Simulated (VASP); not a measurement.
VASP input:

**KPOINTS**
```
Automatic mesh
0
Gamma
6 6 6
0 0 0
```

### INCAR
```
! general
SYSTEM   =  RbCl
PREC     =  Accurate
ENCUT    =  480
LREAL    =  F
LASPH    =  T

! electronic loop
EDIFF    =  1E-6
NELM     =  100
ALGO     =  Normal
LMAXMIX  =  4

! smearing
ISMEAR   =  0
SIGMA    =  0.05

! functional
GGA      =  PE

! ions
IBRION   =  2
NSW      =  60
ISIF     =  3
EDIFFG   =  -0.01

! output
LWAVE    =  F
LCHARG   =  F
```

POSCAR:
```
RbCl
1
    0.0000000000     3.2900000000     3.2900000000
    3.2900000000     0.0000000000     3.2900000000
    3.2900000000     3.2900000000     0.0000000000
Rb Cl
1 1
Direct
  0.0000000000   0.0000000000   0.0000000000
  0.5000000000   0.5000000000   0.5000000000
```

POTCAR, in this order: Rb_sv Cl (PBE.64 set). Program: vasp_std.

Problem. Write an equivalent input for Ansatz.

Solution. One equivalent input (not run):
Ansatz 0.2 input:
```yaml
crystal:
  lattice:
    - [0.0000000, 3.2900000, 3.2900000]
    - [3.2900000, 0.0000000, 3.2900000]
    - [3.2900000, 3.2900000, 0.0000000]
  atoms:
    - { symbol: Rb, position: [0.0000000, 0.0000000, 0.0000000] }
    - { symbol: Cl, position: [0.5000000, 0.5000000, 0.5000000] }
kpoints:
  mp_grid: { grid: [6, 6, 6] }
hamiltonian:
  xc: pbe
  pseudopotentials: { kind: paw }
scf:
  occupations: { method: gaussian, width: 0.05 }
  max_iter: 100
relax:
  max_steps: 60
  f_tol: 0.01
  cell: {}
output: { forces: true, stress: true, eigenvalues: true }
```
What does not carry over: each code has its own PAW files, so the cut-off isn't converted (ENCUT is set for VASP's; basis.ecutwfc is left out, and Ansatz then takes the one that its files recommend); Ansatz stops its SCF on the density residual and VASP on the energy change (EDIFF).

The compound is RbCl in the rock salt structure. This run relaxes it. Symmetry was kept, so distortions that lower it aren't found.
